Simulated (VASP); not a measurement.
# TaF3 (Pm-3m) in VASP: single point with PBEsol+U

Aim: the single point of TaF3 with PBEsol+U.

Program: VASP 6.6.1. These are calculated values, not measurements. Logs are shortened: lines on timing, memory, paths and dates and some standing lists are left out, and cuts for length are marked.

## 1. The structure

Symmetry: Pm-3m, No. 221, cubic system. The conventional cell has a = 3.901 Å, b = 3.901 Å, c = 3.901 Å, α = 90.00°, β = 90.00°, γ = 90.00°. Ta (site symmetry m-3m) is surrounded by 6 F at 1.95 Å. Around F (site symmetry 4/mmm) lie 2 Ta at 1.95 Å.

## 2. Single point, PBEsol+U, collinear spin, typed start

INCAR reads:

```
SYSTEM = TaF3
PREC = Accurate
ENCUT = 520
EDIFF = 1E-6
ISMEAR = 0
SIGMA = 0.05
LREAL = .False.
LASPH = .True.
NELM = 150
ALGO = Normal
ISIF = 2
LWAVE = .False.
LCHARG = .False.
ISPIN = 2
MAGMOM = 2 0 0 0
LORBIT = 11
LMAXMIX = 4
LDAU = .True.
LDAUTYPE = 1
LDAUL = 2 -1
LDAUU = 2 0
LDAUJ = 0.5 0
LDAUPRINT = 1
GGA = PS
NBANDS = 28
```

KPOINTS reads:

```
regular mesh
0
Gamma
  5 5 5
  0 0 0
```

POSCAR reads:

```
TaF3
1.0
    3.9012005900      0.0000000000      0.0000000000
    0.0000000000      3.9012005900      0.0000000000
    0.0000000000      0.0000000000      3.9012005900
Ta F
1 3
Direct
    0.0000000000      0.0000000000      0.0000000000
    0.5000000000      0.0000000000      0.0000000000
    0.0000000000      0.5000000000      0.0000000000
    0.0000000000      0.0000000000      0.5000000000
```

Potentials or basis: VASP PAW PBE potentials, release 64 (Ta_pv, F).

On the command line:

```bash
> cat potpaw_PBE.64/Ta_pv/POTCAR potpaw_PBE.64/F/POTCAR > POTCAR
> mpirun -np 1 vasp_std > vasp.out
```

OUTCAR:

```text
SYSTEM = TaF3
   PREC = Accurate
   ENCUT = 520
   EDIFF = 1E-6
   ISMEAR = 0
   LREAL = .False.
   LASPH = .True.
   NELM = 150
   ISIF = 2
   ISPIN = 2
   LORBIT = 11
   GGA = PS

 ion  position               nearest neighbor table
   1  0.000  0.000  0.000-   2 1.95   3 1.95   4 1.95   4 1.95   3 1.95   2 1.95
   2  0.500  0.000  0.000-   1 1.95   1 1.95
   3  0.000  0.500  0.000-   1 1.95   1 1.95
   4  0.000  0.000  0.500-   1 1.95   1 1.95

  LATTYP: Found a simple cubic cell.
 ALAT       =     3.9012005900

  Lattice vectors:

 A1 = (   3.9012005900,   0.0000000000,   0.0000000000)
 A2 = (   0.0000000000,   3.9012005900,   0.0000000000)
 A3 = (   0.0000000000,   0.0000000000,   3.9012005900)

Analysis of symmetry for initial positions (statically):
=====================================================================
 Subroutine PRICEL returns:
 Original cell was already a primitive cell.

 Routine SETGRP: Setting up the symmetry group for a
 simple cubic supercell.

 Subroutine GETGRP returns: Found 48 space group operations
 (whereof 48 operations were pure point group operations)
 out of a pool of 48 trial point group operations.

The static configuration has the point symmetry O_h .

Analysis of symmetry for dynamics (positions and initial velocities):
=====================================================================
 Subroutine PRICEL returns:
 Original cell was already a primitive cell.

 Routine SETGRP: Setting up the symmetry group for a
 simple cubic supercell.

 Subroutine GETGRP returns: Found 48 space group operations
 (whereof 48 operations were pure point group operations)
 out of a pool of 48 trial point group operations.

The dynamic configuration has the point symmetry O_h .

Analysis of structural, dynamic, and magnetic symmetry:
=====================================================================
 Subroutine PRICEL returns:
 Original cell was already a primitive cell.

 Routine SETGRP: Setting up the symmetry group for a
 simple cubic supercell.

 Subroutine GETGRP returns: Found 48 space group operations
 (whereof 48 operations were pure point group operations)
 out of a pool of 48 trial point group operations.

The overall configuration has the point symmetry O_h .

 Subroutine INISYM returns: Found 48 space group operations
 (whereof 48 operations are pure point group operations),
 and found     1 'primitive' translations

----------------------------------------------------------------------------------------

                                     Primitive cell

  volume of cell :      59.3738

  direct lattice vectors                    reciprocal lattice vectors
     3.901200590  0.000000000  0.000000000     0.256331346  0.000000000  0.000000000
     0.000000000  3.901200590  0.000000000     0.000000000  0.256331346  0.000000000
     0.000000000  0.000000000  3.901200590     0.000000000  0.000000000  0.256331346

  length of vectors
     3.901200590  3.901200590  3.901200590     0.256331346  0.256331346  0.256331346

  position of ions in fractional coordinates (direct lattice)
     0.000000000  0.000000000  0.000000000
     0.500000000  0.000000000  0.000000000
     0.000000000  0.500000000  0.000000000
     0.000000000  0.000000000  0.500000000

  ion indices of the primitive-cell ions
   primitive index   ion index
                 1           1
                 2           2
                 3           3
                 4           4

----------------------------------------------------------------------------------------

 KPOINTS: regular mesh

Automatic generation of k-mesh.
 Grid dimensions read from file:
 generate k-points for:    5    5    5

 Generating k-lattice:

  Cartesian coordinates                     Fractional coordinates (reciprocal lattice)
     0.051266269  0.000000000  0.000000000     0.200000000  0.000000000  0.000000000
     0.000000000  0.051266269  0.000000000     0.000000000  0.200000000  0.000000000
[... 67 lines left out ...]
   LORBIT       =     11    0 simple, 1 ext, 2 COOP (PROOUT), +10 PAW based schemes
 LDA+U is selected, type is set to LDAUTYPE =  1
   angular momentum for each species LDAUL =     2   -1
   U (eV)           for each species LDAUU =   2.0  0.0
   J (eV)           for each species LDAUJ =   0.5  0.0
   GGA     = PS    functional components
   LHFCALC =     F    Hartree Fock is set to
   AEXX    =    0.0000 exact exchange contribution
   IVDW    =     0    specifies the selected vdW correction
   LEPSILON=     F    determine dielectric tensor
   LRPA    =     F    only Hartree local field effects (RPA)
 spin polarized calculation
 Gauss-broadening in eV      SIGMA  =   0.05
  energy-cutoff  :      520.00
  volume of cell :       59.37
 maximum number of plane-waves:      1611
 NGX is ok and might be reduce to    30
   NGX = 15   NGY = 15   NGZ = 15

atom =   1  type =  1  l = 2

 onsite density matrix

spin component  1

  0.5585 -0.0000 -0.0000  0.0000  0.0000
 -0.0000  0.5585 -0.0000  0.0000  0.0000
 -0.0000 -0.0000  0.1982 -0.0000 -0.0000
  0.0000  0.0000 -0.0000  0.5585 -0.0000
  0.0000  0.0000 -0.0000 -0.0000  0.1982

spin component  2

  0.0574  0.0000 -0.0000 -0.0000 -0.0000
  0.0000  0.0574 -0.0000 -0.0000  0.0000
 -0.0000 -0.0000  0.1927 -0.0000 -0.0000
 -0.0000 -0.0000 -0.0000  0.0574 -0.0000
 -0.0000  0.0000 -0.0000 -0.0000  0.1927

 occupancies and eigenvectors

  o =  0.0574  v =  0.0000  0.0000  0.0000  0.0000  0.0000  0.0000 -0.8000 -0.0000 -0.6000 -0.0000      0.0000  0.0000  0.0000  0.0000  0.0000  0.0000  0.0000  0.0000  0.0000  0.0000
  o =  0.0574  v =  0.0000  0.0000  0.0000  0.0000  0.0000  0.0000 -0.6000 -0.0000  0.8000 -0.0000      0.0000  0.0000  0.0000  0.0000  0.0000  0.0000  0.0000  0.0000  0.0000  0.0000
  o =  0.0574  v =  0.0000  0.0000  0.0000  0.0000  0.0000  1.0000  0.0000  0.0000  0.0000  0.0000      0.0000  0.0000  0.0000  0.0000  0.0000  0.0000  0.0000  0.0000  0.0000  0.0000
  o =  0.1927  v =  0.0000  0.0000  0.0000  0.0000  0.0000  0.0000  0.0000 -1.0000 -0.0000 -0.0014      0.0000  0.0000  0.0000  0.0000  0.0000  0.0000  0.0000  0.0000  0.0000  0.0000
  o =  0.1927  v =  0.0000  0.0000  0.0000  0.0000  0.0000  0.0000 -0.0000 -0.0014 -0.0000  1.0000      0.0000  0.0000  0.0000  0.0000  0.0000  0.0000  0.0000  0.0000  0.0000  0.0000
  o =  0.1982  v =  0.0000 -0.0000  1.0000  0.0000  0.0035  0.0000  0.0000  0.0000  0.0000  0.0000      0.0000  0.0000  0.0000  0.0000  0.0000  0.0000  0.0000  0.0000  0.0000  0.0000
  o =  0.1982  v =  0.0000  0.0000 -0.0035 -0.0000  1.0000  0.0000  0.0000  0.0000  0.0000  0.0000      0.0000  0.0000  0.0000  0.0000  0.0000  0.0000  0.0000  0.0000  0.0000  0.0000
  o =  0.5585  v =  0.0000  0.5517  0.0000  0.8340 -0.0000  0.0000  0.0000  0.0000  0.0000  0.0000      0.0000  0.0000  0.0000  0.0000  0.0000  0.0000  0.0000  0.0000  0.0000  0.0000
  o =  0.5585  v =  0.0000 -0.8340 -0.0000  0.5517  0.0000  0.0000  0.0000  0.0000  0.0000  0.0000      0.0000  0.0000  0.0000  0.0000  0.0000  0.0000  0.0000  0.0000  0.0000  0.0000
  o =  0.5585  v =  1.0000  0.0000  0.0000  0.0000  0.0000  0.0000  0.0000  0.0000  0.0000  0.0000      0.0000  0.0000  0.0000  0.0000  0.0000  0.0000  0.0000  0.0000  0.0000  0.0000

 number of electron      32.0000001 magnetization       1.9839965

 Free energy of the ion-electron system (eV)
  ---------------------------------------------------
  ext. energy  EPLUGINS =         0.00000000
  ---------------------------------------------------
  free energy    TOTEN  =       -26.09461408 eV

  energy without entropy =      -26.08648541  energy(sigma->0) =      -26.09054974

 E-fermi :   4.7616     XC(G=0):  -9.1424

 val. band max:        4.7252134872   @ k =   0.4000   0.2000   0.2000
 cond. band min:       4.7863634255   @ k =   0.4000   0.2000   0.2000
 fundamental gap:      0.0611499383
 Fermi energy:         4.7616375509

 spin component 1

 k-point     1 :       0.0000    0.0000    0.0000
  band No.  band energies     occupation
      1     -32.6560      1.00000
      2     -32.6560      1.00000
      3     -32.6560      1.00000
      4     -24.0142      1.00000
      5     -23.6231      1.00000
      6     -23.6231      1.00000
[... 299 lines left out ...]
     27      14.0531      0.00000
     28      15.5061      0.00000
 Fermi energy:         4.7616375509

 spin component 2

 k-point     1 :       0.0000    0.0000    0.0000
  band No.  band energies     occupation
      1     -31.6747      1.00000
      2     -31.6747      1.00000
      3     -31.6747      1.00000
      4     -23.8978      1.00000
      5     -23.5427      1.00000
      6     -23.5427      1.00000
[... 299 lines left out ...]
     27      14.6090      0.00000
     28      16.2944      0.00000

------------------------ aborting loop because EDIFF is reached ----------------------------------------

  FORCE on cell =-STRESS in cart. coord.  units (eV):
  Direction    XX          YY          ZZ          XY          YZ          ZX
  --------------------------------------------------------------------------------------
  -------------------------------------------------------------------------------------
  Total       10.4142586     10.4142586     10.4142586      0.0000000      0.0000000      0.0000000
  in kB      281.0244444    281.0244444    281.0244444      0.0000000      0.0000000      0.0000000
  external PRESSURE =     281.0244444 kB  Pullay stress =       0.0000000 kB

 VOLUME and BASIS-vectors are now :
 -----------------------------------------------------------------------------
  energy-cutoff  :      520.00
  volume of cell :       59.37
      direct lattice vectors                 reciprocal lattice vectors
     3.901200590  0.000000000  0.000000000     0.256331346  0.000000000  0.000000000
     0.000000000  3.901200590  0.000000000     0.000000000  0.256331346  0.000000000
     0.000000000  0.000000000  3.901200590     0.000000000  0.000000000  0.256331346

 POSITION                                       TOTAL-FORCE (eV/Angst)
 -----------------------------------------------------------------------------------
      0.00000      0.00000      0.00000         0.000000      0.000000      0.000000
      1.95060      0.00000      0.00000         0.000000      0.000000      0.000000
      0.00000      1.95060      0.00000         0.000000      0.000000      0.000000
      0.00000      0.00000      1.95060         0.000000      0.000000      0.000000
 -----------------------------------------------------------------------------------
    total drift:                                0.000000      0.000000      0.000000

  FREE ENERGIE OF THE ION-ELECTRON SYSTEM (eV)
  ---------------------------------------------------
  free  energy   TOTEN  =       -26.0946140799 eV

  energy  without entropy=      -26.0864854081  energy(sigma->0) =      -26.09054974

 total charge

# of ion       s       p       d       tot
------------------------------------------
    1        0.259   6.255   2.576   9.089
    2        1.735   4.429   0.000   6.164
    3        1.735   4.429   0.000   6.164
    4        1.735   4.429   0.000   6.164
--------------------------------------------------
tot          5.465  19.542   2.576  27.582

 magnetization (x)

# of ion       s       p       d       tot
------------------------------------------
    1        0.011   0.010   1.499   1.519
    2       -0.001   0.027   0.000   0.026
    3       -0.001   0.027   0.000   0.026
    4       -0.001   0.027   0.000   0.026
--------------------------------------------------
tot          0.008   0.090   1.499   1.597
```

Wall time 23 s (1 thread of AMD EPYC 9R45 (Zen 5), shared host); peak memory 0.17 GiB.

What came out:

```yaml
Free_energy: -26.0946 eV
Pressure: 28.1 GPa
Band_gap_on_the_k_mesh: none (metal or under the smearing width)
Net_moment: 1.98 μB per cell
Site_moments: Ta +1.52; F +0.03 μB
Valence_electrons_inside_the_program's_atomic_spheres: Ta 9.09; F 6.16
```

Eigenvalues of the final occupation matrices:
| site | spin | trace | eigenvalues |
| --- | --- | --- | --- |
| site 1 d | 1 | 2.07 | 0.20 0.20 0.56 0.56 0.56 |
| site 1 d | 2 | 0.56 | 0.06 0.06 0.06 0.19 0.19 |

Caveat: a pressure of tens of GPa on the cell as given is suspect, and the run, the potentials or the cell itself is likely at fault; the PAW data sets were made with another functional, which shifts forces and pressure a little.
